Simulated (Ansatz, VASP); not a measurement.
# SnSe2 in two plane-wave programs, part 2 of 2

Aim: how closely do two programs agree when they are given the same cell, functional and k mesh?  Other levels of theory on this material are compared in a session of their own.

VASP 6.6.1 and Ansatz 0.2.0.

So far: Set-up; VASP: dielectric response, PBE.

## Step 3: Ansatz: dielectric response, PBE

Level of this step: Ansatz beside VASP: Kohn-Sham DFT, plane waves, PBE (Ansatz).

Ansatz runs on its default PAW (the set named soft_2) files.

The same cell, functional and mesh now go to Ansatz, which takes its cutoff from its data sets.

Input file input.yaml:

```yaml
crystal:
  lattice:
    - [3.811, 0.0, 0.0]
    - [-1.9055, 3.3004228138, 0.0]
    - [0.0, 0.0, 6.136]
  atoms:
    - { symbol: Sn, position: [0.0, 0.0, 0.0] }
    - { symbol: Se, position: [0.6666666667, 0.3333333333, 0.751] }
    - { symbol: Se, position: [0.3333333333, 0.6666666667, 0.249] }
hamiltonian:
  xc: pbe
  pseudopotentials: { kind: paw }
kpoints:
  mp_grid: { grid: [10, 10, 5] }
scf:
  occupations: { method: fixed }
dielectric:
  method: response
```

Launch:

```bash
> ansatz run input.yaml --threads 2 --pin off --max-ram 4608MiB --backend cpu --events-out ev --progress --plain --runs-dir out
```

Numbers of over 12 decimals in the logs are rounded to 6 here.

The program printed:

```text
Engine: ansatz 0.2.0, x86_64-unknown-linux-gnu
Pseudopotentials: kind: paw
Pseudopotential: Sn, paw, valence charge 14, recommended cutoff 420 eV (normal), Sn.paw.azcp
Pseudopotential: Se, paw, valence charge 16, recommended cutoff 420 eV (normal), Se.paw.azcp
Functional definition: PBE
  parameter kappa = 0.804
  parameter beta = 0.066725
  exchange = pbe_x(kappa = kappa, mu = beta*pi^2/3)
  correlation = pbe_c(beta = beta)
Crystal: 3 atoms, lattice volume = 77.178 Å³
Basis set: ecut = 420 eV, 1485 PW (Γ), exchange–correlation on 54×54×90 points (8 copies of the dense FFT grid, shifted against one another)
Bands: 28, of which v1, the nominal top of the filled ones, is band 23 counted from 1 (22 counted from 0)
Symmetry: 12 space group operations
k-points: 141 of 500 (irreducible under 2 space group operations, time reversal used)
Non-local potential: Sn, projectors of the file, l = 0: 2, l = 1: 2, l = 2: 2, l = 3: 2
Non-local potential: Se, projectors of the file, l = 0: 2, l = 1: 2, l = 2: 3, l = 3: 1
PAW form: soft (Blöchl's): semilocal exchange-correlation on the pseudo side does not see the compensation charge
PAW one-centre angular grid: Sn, 590 points (default); XC on 64 Gauss nodes
PAW one-centre angular grid: Se, 590 points (default); XC on 64 Gauss nodes
Initial density: superposition of atomic densities (neutral atoms: chi_scale 0, normalization atom), corrected by the library's trained network
Initial wavefunctions: pseudopotential atomic-orbital guess
Functional: x = pbe(κ = 0.804, μ = 0.219515), c = pbe(β = 0.066725)
SCF iter   1: F=—  HF=-16963.275399 eV  |F-HF|=—  |Δ(HF+E_count)|=         —  Δρ=1.51e-3  dr2=2.52e-3  ethr=1.77e-3  ⟨swp⟩=5.0  Hψ=14412  notcnv=0  defer=416
preconditioner: auto → Resta (q_TF=auto, 2.503 Å⁻¹)  ε∞=2.8  [insulator: Δε(μ)=0.800 eV  Ē_g=16.243 eV  n_scr=22 (ndim 8)  ℏωp=21.6 eV  f_vac=0.080  ε∞_Penn≈2.8]
SCF iter   2: F=—  HF=-16963.274144 eV  |F-HF|=—  |Δ(HF+E_count)|=   1.26e-3  Δρ=7.13e-4  dr2=2.35e-4  ethr=5.48e-6  ⟨swp⟩=2.4  Hψ=8244  notcnv=0  defer=423
SCF iter   3: F=—  HF=-16963.274251 eV  |F-HF|=—  |Δ(HF+E_count)|=   1.07e-4  Δρ=3.16e-4  dr2=3.91e-5  ethr=5.11e-7  ⟨swp⟩=2.0  Hψ=7332  notcnv=0  defer=423
SCF iter   4: F=—  HF=-16963.274283 eV  |F-HF|=—  |Δ(HF+E_count)|=   3.18e-5  Δρ=9.92e-5  dr2=4.47e-6  ethr=8.50e-8  ⟨swp⟩=2.0  Hψ=4935  notcnv=0  defer=173
SCF iter   5: F=—  HF=-16963.274288 eV  |F-HF|=—  |Δ(HF+E_count)|=   5.72e-6  Δρ=1.78e-5  dr2=2.42e-7  ethr=9.71e-9  ⟨swp⟩=2.0  Hψ=4935  notcnv=0  defer=141
SCF iter   6: F=—  HF=-16963.274289 eV  |F-HF|=—  |Δ(HF+E_count)|=   2.84e-7  Δρ=5.82e-6  dr2=3.34e-8  ethr=5.26e-10  ⟨swp⟩=2.1  Hψ=6757  notcnv=0  defer=141
SCF iter   7: F=—  HF=-16963.274289 eV  |F-HF|=—  |Δ(HF+E_count)|=   3.57e-8  Δρ=1.62e-6  dr2=1.66e-9  ethr=7.26e-11  ⟨swp⟩=2.7  Hψ=6676  notcnv=0  defer=141
SCF iter   8: F=-16963.274289 eV  HF=-16963.274289 eV  |F-HF|=2.91e-11  |Δ(HF+E_count)|=   2.52e-9  Δρ=2.99e-7  dr2=6.41e-11  ethr=1.00e-12  ⟨swp⟩=7.4  Hψ=18266  notcnv=0
SCF 1 converged in 8 iterations: F = -16963.274289 eV  dr2 = 6.41e-11
  greatest PAW one-centre occupation: 1.000 electrons in one spin orbital (limit 2), on the Se atom at site 2 (counted from 0), in its partial waves of l = 2
NSCF: frozen V_eff on 5 k-points
DFPT response loops at Γ: preconditioner auto → Resta (q_TF=auto, 2.503 Å⁻¹)  ε∞=8.8 (no band partly filled); β = 1.00, the filter's whole step (`scf.mixing.beta` (0.50) is not read by the response loops at its default; to damp them type it under 1.00, their step now; it binds the ground state too); Broyden in place of MSR1
── the response to a field inside a basis, on 16×16×10 k-points: an SCF that follows is theirs, and a resumed run solves both again ──
Bands: 24, of which v1, the nominal top of the filled ones, is band 23 counted from 1 (22 counted from 0)
k-points: 680
Initial density: handed on by an earlier stage of this run
Initial wavefunctions: pseudopotential atomic-orbital guess (no wavefunctions were taken with the density)
Eigensolver: Dense (680 Hₖ)
SCF iter   1: F=—  HF=-16963.264842 eV  |F-HF|=—  |Δ(HF+E_count)|=         —  Δρ=6.67e-5  dr2=1.42e-6  ethr=1.00e-1
preconditioner: auto → Resta (q_TF=auto, 2.503 Å⁻¹)  ε∞=3.7  [insulator: Δε(μ)=0.705 eV  Ē_g=13.177 eV  n_scr=22 (ndim 8)  ℏωp=21.6 eV  f_vac=0.082  ε∞_Penn≈3.7]
SCF iter   2: F=—  HF=-16963.264844 eV  |F-HF|=—  |Δ(HF+E_count)|=   1.48e-6  Δρ=3.78e-5  dr2=4.94e-7  ethr=3.08e-9
SCF iter   3: F=-16963.264845 eV  HF=-16963.264845 eV  |F-HF|=1.10e-7  |Δ(HF+E_count)|=   8.22e-7  Δρ=1.40e-5  dr2=9.05e-8  ethr=1.07e-9
SCF 1 converged in 3 iterations: F = -16963.264845 eV  dr2 = 9.05e-8
  greatest PAW one-centre occupation: 1.000 electrons in one spin orbital (limit 2), on the Se atom at site 1 (counted from 0), in its partial waves of l = 2
DFPT response loops at Γ: preconditioner auto → Resta (q_TF=auto, 2.503 Å⁻¹)  ε∞=9.2 (no band partly filled); β = 1.00, the filter's whole step (`scf.mixing.beta` (0.50) is not read by the response loops at its default; to damp them type it under 1.00, their step now; it binds the ground state too); Broyden in place of MSR1
SCF converged after 8 iterations
Free energy (F): -16963.274289 eV
Harris-Foulkes:  -16963.274289 eV  (|F-HF|=2.91e-11)
Internal energy: -16963.274289 eV  (E = F + TS)
E sigma→0 (E₀):  -16963.274289 eV
Fermi energy:    8.140920 eV
--- Per-component energies (eV) ---
  E_band       = -857.786367
  E_kinetic    = 426.723036
  E_local      = -6101.058808  (includes V_loc(G=0)·N_el)
  E_nonlocal   = -1222.490180
  E_hartree    = 3128.112891
  E_xc         = -590.529869
  E_vxc        = -292.286783  (∫ρ·V_xc dr)
  E_paw        = -7963.835513  (= ΣΔE_a)
  E_vpaw       = 75.102223  (= ΣTr[D̂ρ^β])
  E_aug_tail   = -0.001222  (compensation charges beyond the density's cutoff)
  E_ewald      = -4640.194622
  E_smearing   = -0.000000  (= −TS)
  E_closure    = 0.000000  (closes the sum)
  Σ components = -16963.274289   (vs F -16963.274289, Δ=0.00e0)
--- Band table (eV; the first three rows and the last of 141) ---
  k-point 0: bands = [... 19 lower, 7.4143, 7.7199, 7.7199, 8.1049, 9.2091, 11.0654, 12.7587, 12.7587, ... 1 higher]
  k-point 1: bands = [... 19 lower, 7.3756, 7.3756, 7.7798, 7.7798, 9.8695, 11.0714, 12.6618, 12.6618, ... 1 higher]
  k-point 2: bands = [... 19 lower, 7.3303, 7.3303, 7.8602, 7.8602, 10.4728, 11.0503, 12.5130, 12.5130, ... 1 higher]
  k-point 140: bands = [... 19 lower, 4.7732, 5.3289, 6.6638, 7.5728, 10.0528, 13.1151, 14.0213, 14.3003, ... 1 higher]
--- Dielectric response (ions clamped): 3 representative field directions + reference, inside a basis on a mesh of 2560 k-points (Σ response iterations 18) ---
  ε∞ (high-frequency dielectric tensor):
       11.096196     0.000000     0.000000
        0.000000    11.096196     0.000000
        0.000000    -0.000000     8.644760
  Born effective charges Z* (e; rows j = field, columns β = displacement):
    site 0:
         5.09610    0.00000    0.00000
        -0.00000    5.09610    0.00000
         0.00000    0.00000    1.86374
    site 1:
        -2.54805   -0.00000   -0.00000
         0.00000   -2.54805   -0.00000
        -0.00000    0.00000   -0.93187
    site 2:
        -2.54805   -0.00000   -0.00000
        -0.00000   -2.54805   -0.00000
        -0.00000   -0.00000   -0.93187
  Z* charge neutrality: 1.123e-3 e pre-enforcement
  solved inside a basis spanned on kpoints, on 16×16×10 k-points transformed towards the longest dipole: ε∞ is read to err by 4.9e-2, Z* by 4.3e-2 e (field_mesh: kpoints solves on kpoints); Z* is corrected for what the basis lacks
```

The job ended after 3.9 min (2 threads of AMD EPYC 7B13 (Zen 3), shared host; peak memory 3.9 GiB).

Reading the cycles: dr2 is the Hartree energy of the density residual (eV), the measure of convergence; HF is the Harris–Foulkes estimate of the energy, which meets the free energy F at convergence.

## Step 4: Comparison

Known differences besides the potentials themselves: VASP's response is taken on the typed mesh, Ansatz refines its own for the field response alone; the data sets hold 46 valence electrons in Ansatz (default PAW (the set named soft_2) files) and 26 in VASP; the cutoff is 420 eV in Ansatz and 400 eV in VASP; VASP leaves aspherical gradient terms in its spheres out (LASPH is not set), Ansatz keeps them. Total energies have different zeros and are not compared.

Compared:

| quantity | Ansatz | VASP | difference |
| --- | --- | --- | --- |
| ε∞ xx | 11.10 | 11.22 | -1.12 % |
| ε∞ yy | 11.10 | 11.22 | -1.12 % |
| ε∞ zz | 8.64 | 8.80 | -1.78 % |
| Born charge of Sn1 (mean of the diagonal) (e) | 4.02 | 4.01 | +0.01 |
| Born charge of Se2 (mean of the diagonal) (e) | -2.01 | -2.01 | 0.00 |

## Step 5: Outcome

| Item | Value |
| --- | --- |
| difference in ε∞ zz (dielectric response, PBE) | -1.8 % |

What this shows: The difference in ε∞ zz is -1.8 % (dielectric response, PBE), within the 5 % picked in this series as the mark of a large difference. 7 further runs of this series are not shown here. How closely two codes agree says nothing of how well the functional describes the real material.

[Lines on the potential files, build, host, timing and source positions are cut from VASP's logs without a mark.]

[Logs are printed without paths, hosts, clocks, repeated set-up lines and the standing remarks that a program may print on its own settings, such as how far it seeks lower states.]

[Hosts, paths, dates, database ids (printed as entryN), source tags and the programs' standing remarks are cut or masked in the printed files.]
